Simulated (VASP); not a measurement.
Computed with PBEsol GGA, VASP's PBE PAW potentials (set 64) (plane waves; VASP 6.6.1).

VASP input:

### INCAR
```
ALGO  =  Normal
EDIFF  =  1E-6
EDIFFG  =  -0.02
ENCUT  =  620
GGA  =  PS
IBRION  =  2
ISIF  =  3
ISMEAR  =  1
LASPH  =  .True.
LCHARG  =  .False.
LMAXMIX  =  4
LREAL  =  .False.
LWAVE  =  .False.
NELM  =  100
NSW  =  40
PREC  =  Accurate
PSTRESS  =  450
SIGMA  =  0.1
SYSTEM  =  BBi
```

**KPOINTS**
```
Automatic mesh
0
Gamma
11 11 5
0 0 0
```

### POSCAR
```
BBi
1.0
  3.2745911689  -0.0000000011   0.0000000000
 -1.6372955855   2.8358580483   0.0000000000
  0.0000000000   0.0000000000   5.8559872463
B Bi
2 2
Cartesian
  0.0000000000   0.0000000000   0.0000000000
  0.0000000000   0.0000000000   2.9279936231
 -0.0000016380   1.8905729771   1.4639968116
  1.6372972214   0.9452850701   4.3919904347
```

POTCAR, in this order: B Bi_d (PBE.64 set). Program: vasp_std.

The resulting files:

### OSZICAR
```
       N       E                     dE             d eps       ncg     rms          rms(c)
DAV:   1     0.378730121751E+03    0.37873E+03   -0.21783E+04  2128   0.248E+03
DAV:   2     0.174828572722E+02   -0.36125E+03   -0.35573E+03  2136   0.558E+02
DAV:   3    -0.161620883897E+02   -0.33645E+02   -0.32906E+02  2616   0.171E+02
DAV:   4    -0.172063407640E+02   -0.10443E+01   -0.10349E+01  2522   0.309E+01
DAV:   5    -0.172507350117E+02   -0.44394E-01   -0.44389E-01  3036   0.607E+00    0.519E+00
DAV:   6    -0.159359233050E+02    0.13148E+01   -0.35575E+00  2820   0.148E+01    0.185E+00
DAV:   7    -0.158569898834E+02    0.78933E-01   -0.51699E-01  2998   0.396E+00    0.800E-01
DAV:   8    -0.158449106471E+02    0.12079E-01   -0.36895E-02  2750   0.230E+00    0.130E-01
DAV:   9    -0.158440968668E+02    0.81378E-03   -0.31759E-03  2892   0.649E-01    0.519E-02
DAV:  10    -0.158440318931E+02    0.64974E-04   -0.67876E-04  2854   0.302E-01    0.184E-02
DAV:  11    -0.158440284894E+02    0.34037E-05   -0.70987E-05  2842   0.972E-02    0.581E-03
DAV:  12    -0.158440263763E+02    0.21131E-05   -0.39511E-06  2196   0.182E-02    0.686E-04
DAV:  13    -0.158440263029E+02    0.73360E-07   -0.45133E-07  1236   0.930E-03
   1 F= -.57034840E+00 E0= -.56999054E+00  d E =-.570348E+00
       N       E                     dE             d eps       ncg     rms          rms(c)
DAV:   1    -0.159326710501E+02   -0.88645E-01   -0.64194E-01  2628   0.940E+00    0.667E-01
DAV:   2    -0.159200120575E+02    0.12659E-01   -0.32214E-02  2802   0.271E+00    0.365E-01
DAV:   3    -0.159151681503E+02    0.48439E-02   -0.15175E-02  2960   0.193E+00    0.808E-02
DAV:   4    -0.159152456513E+02   -0.77501E-04   -0.21865E-03  2424   0.584E-01    0.291E-02
DAV:   5    -0.159152237839E+02    0.21867E-04   -0.12210E-04  3606   0.189E-01    0.719E-03
DAV:   6    -0.159152244295E+02   -0.64561E-06   -0.14804E-05  2520   0.479E-02    0.282E-03
DAV:   7    -0.159152243098E+02    0.11975E-06   -0.51555E-07  1220   0.934E-03
   2 F= -.57356166E+00 E0= -.57297098E+00  d E =-.321326E-02
       N       E                     dE             d eps       ncg     rms          rms(c)
DAV:   1    -0.159639132652E+02   -0.48689E-01   -0.24111E-01  2626   0.571E+00    0.408E-01
DAV:   2    -0.159591707830E+02    0.47425E-02   -0.12146E-02  2832   0.169E+00    0.224E-01
DAV:   3    -0.159573405181E+02    0.18303E-02   -0.56474E-03  2972   0.119E+00    0.490E-02
DAV:   4    -0.159573674456E+02   -0.26927E-04   -0.83385E-04  2418   0.364E-01    0.178E-02
DAV:   5    -0.159573591469E+02    0.82986E-05   -0.45710E-05  3664   0.116E-01    0.459E-03
DAV:   6    -0.159573593607E+02   -0.21377E-06   -0.54576E-06  2294   0.287E-02
   3 F= -.57413535E+00 E0= -.57374596E+00  d E =-.378694E-02
       N       E                     dE             d eps       ncg     rms          rms(c)
DAV:   1    -0.159422459690E+02    0.15113E-01   -0.92065E-02  2590   0.306E+00    0.240E-01
DAV:   2    -0.159405220138E+02    0.17240E-02   -0.44663E-03  2724   0.102E+00    0.138E-01
DAV:   3    -0.159398383383E+02    0.68368E-03   -0.21423E-03  3014   0.668E-01    0.282E-02
DAV:   4    -0.159398491109E+02   -0.10773E-04   -0.41392E-04  2566   0.255E-01    0.116E-02
DAV:   5    -0.159398457786E+02    0.33324E-05   -0.17531E-05  3286   0.628E-02    0.382E-03
DAV:   6    -0.159398459343E+02   -0.15574E-06   -0.35373E-06  1978   0.178E-02
   4 F= -.57542792E+00 E0= -.57513938E+00  d E =-.129258E-02
       N       E                     dE             d eps       ncg     rms          rms(c)
DAV:   1    -0.159235281371E+02    0.16318E-01   -0.97018E-02  2590   0.317E+00    0.247E-01
DAV:   2    -0.159217137247E+02    0.18144E-02   -0.46911E-03  2708   0.105E+00    0.142E-01
DAV:   3    -0.159209880726E+02    0.72565E-03   -0.22826E-03  3022   0.695E-01    0.290E-02
DAV:   4    -0.159209995146E+02   -0.11442E-04   -0.44201E-04  2560   0.266E-01    0.122E-02
DAV:   5    -0.159209956992E+02    0.38154E-05   -0.19247E-05  3330   0.671E-02    0.393E-03
DAV:   6    -0.159209958890E+02   -0.18971E-06   -0.39927E-06  2058   0.187E-02
   5 F= -.57606280E+00 E0= -.57575974E+00  d E =-.192745E-02
       N       E                     dE             d eps       ncg     rms          rms(c)
DAV:   1    -0.159152722727E+02    0.57234E-02   -0.91794E-03  2584   0.979E-01    0.755E-02
DAV:   2    -0.159151017011E+02    0.17057E-03   -0.44303E-04  2764   0.323E-01    0.436E-02
DAV:   3    -0.159150337365E+02    0.67965E-04   -0.20892E-04  3020   0.211E-01    0.881E-03
DAV:   4    -0.159150355407E+02   -0.18042E-05   -0.40359E-05  2574   0.806E-02    0.369E-03
DAV:   5    -0.159150351924E+02    0.34821E-06   -0.11311E-06  1320   0.197E-02
   6 F= -.57610187E+00 E0= -.57577124E+00  d E =-.196653E-02
       N       E                     dE             d eps       ncg     rms          rms(c)
DAV:   1    -0.158942828549E+02    0.20753E-01   -0.26927E-02  2598   0.256E+00    0.155E-01
DAV:   2    -0.158935960466E+02    0.68681E-03   -0.16648E-03  2490   0.707E-01    0.715E-02
DAV:   3    -0.158934182558E+02    0.17779E-03   -0.65004E-04  2910   0.433E-01    0.133E-02
DAV:   4    -0.158934224751E+02   -0.42193E-05   -0.57941E-05  2572   0.894E-02    0.500E-03
DAV:   5    -0.158934229760E+02   -0.50097E-06   -0.48895E-06  2102   0.368E-02
   7 F= -.57644963E+00 E0= -.57616123E+00  d E =-.347757E-03
       N       E                     dE             d eps       ncg     rms          rms(c)
DAV:   1    -0.158684148103E+02    0.25008E-01   -0.38952E-02  2598   0.309E+00    0.186E-01
DAV:   2    -0.158674256467E+02    0.98916E-03   -0.23925E-03  2494   0.848E-01    0.858E-02
DAV:   3    -0.158671693658E+02    0.25628E-03   -0.93513E-04  2902   0.520E-01    0.159E-02
DAV:   4    -0.158671749666E+02   -0.56008E-05   -0.84222E-05  2572   0.107E-01    0.599E-03
DAV:   5    -0.158671755902E+02   -0.62356E-06   -0.73801E-06  2472   0.442E-02
   8 F= -.57657583E+00 E0= -.57632387E+00  d E =-.473952E-03
```

### OUTCAR
```
------------------------ aborting loop because EDIFF is reached ----------------------------------------
  FORCE on cell =-STRESS in cart. coord.  units (eV):
  Direction    XX          YY          ZZ          XY          YZ          ZX
  --------------------------------------------------------------------------------------
  Total       15.2968963     15.2963744     15.2871288     -0.0000000      0.0000000     -0.0000000
  in kB      450.1853061    450.1699471    449.8978499     -0.0000007      0.0000000     -0.0000000
  external PRESSURE =       0.0843677 kB  Pullay stress =     450.0000000 kB
  volume of cell :       54.44
      direct lattice vectors                 reciprocal lattice vectors
     3.298089615 -0.000000003 -0.000000000     0.303205830  0.175058954  0.000000000
    -1.649044810  2.856180668 -0.000000000     0.000000000  0.350117908  0.000000000
    -0.000000000  0.000000000  5.779289662     0.000000000  0.000000000  0.173031645
 POSITION                                       TOTAL-FORCE (eV/Angst)
 -----------------------------------------------------------------------------------
      0.00000     -0.00000      0.00000         0.000000     -0.000000      0.000000
     -0.00000      0.00000      2.88964         0.000000     -0.000000      0.000000
     -0.00000      1.90412      1.44482        -0.000000      0.000000      0.000000
      1.64905      0.95206      4.33447         0.000000     -0.000000     -0.000000
 -----------------------------------------------------------------------------------
    total drift:                               -0.000000      0.000000      0.000000
  FREE ENERGIE OF THE ION-ELECTRON SYSTEM (eV)
  ---------------------------------------------------
  free  energy   TOTEN  =       -15.8671755902 eV

  energy  without entropy=      -15.8664197303  energy(sigma->0) =      -15.86692364
  enthalpy is  TOTEN    =        -0.5765758267 eV   P V=       15.2905997634

 reached required accuracy - stopping structural energy minimisation
```
(Selected blocks of OUTCAR.)

**CONTCAR**
```
BBi
   1.00000000000000
     3.2980896147768375   -0.0000000026143573   -0.0000000000000000
    -1.6490448097505888    2.8561806681387387   -0.0000000000000000
    -0.0000000000000000    0.0000000000000000    5.7792896618282796
  B               Bi
     2     2
Direct
     0.0000000000000000    0.0000000000000000    0.0000000000000000
     0.0000000000000000    0.0000000000000000    0.5000000000000000
     0.3333330000000032    0.6666669999999968    0.2500000000000000
     0.6666669999999968    0.3333330000000032    0.7500000000000000
```

The structure was generated: BBi was put into the NiAs type type (P6_3/mmc), which need not be its known phase. This run relaxes it under an external pressure of 45 GPa. Symmetry was kept, so distortions that lower it aren't found.
